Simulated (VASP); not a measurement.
Here is the system:

```xyz
9
Lattice="3.9950 2.3065 2.6274 -3.9950 2.3065 2.6274 0.0000 -4.6130 2.6274" Properties=species:S:1:pos:R:3 pbc="T T T"
Si     1.7199     0.0000     3.9411
Si    -0.8600     1.4895     3.9411
Si    -0.8600    -1.4895     3.9411
O     -1.5284     0.0000     3.9411
O      0.7642    -1.3236     3.9411
O      0.7642     1.3236     3.9411
O     -1.3308    -2.3080     2.6274
O     -1.3308     2.3080     5.2547
O     -1.3333     2.3065     2.6274
```

The numbers are results of PBEsol GGA, VASP's PBE PAW potentials (set 64) (plane waves; VASP 6.6.1), not measurements. Run with 520 eV cut-off, Gaussian smearing of 0.050 eV, potentials Si O.

Give the energies of bands 14 to 27 at the high-symmetry points, in eV from the valence-band maximum.

```csv
band,Γ,L,T,P0,F
14,-2.57,-2.69,-2.83,-2.83,-2.86
15,-2.57,-2.32,-2.34,-2.43,-2.44
16,-1.79,-2.32,-2.34,-2.27,-2.25
17,-1.73,-1.67,-2.07,-1.92,-1.78
18,-1.73,-1.64,-1.14,-1.57,-1.73
19,-1.66,-1.56,-1.14,-1.07,-1.24
20,-0.85,-1.08,-1.00,-1.00,-1.05
21,-0.85,-0.87,-1.00,-0.99,-0.97
22,-0.36,-0.80,-0.99,-0.91,-0.81
23,-0.36,-0.29,-0.79,-0.70,-0.45
24,0.00,-0.05,-0.79,-0.40,-0.16
25,5.63,7.20,8.79,8.59,7.90
26,9.10,7.83,9.11,8.65,8.51
27,9.23,8.70,9.26,9.05,8.82
```

The gap is indirect, 5.64 eV, from the valence maximum at P2-Γ at 0.47 to the conduction minimum at Γ.

The structure comes from a computed database's SiO2 entry (R32); how it stands against other phases isn't given here. It was relaxed first.
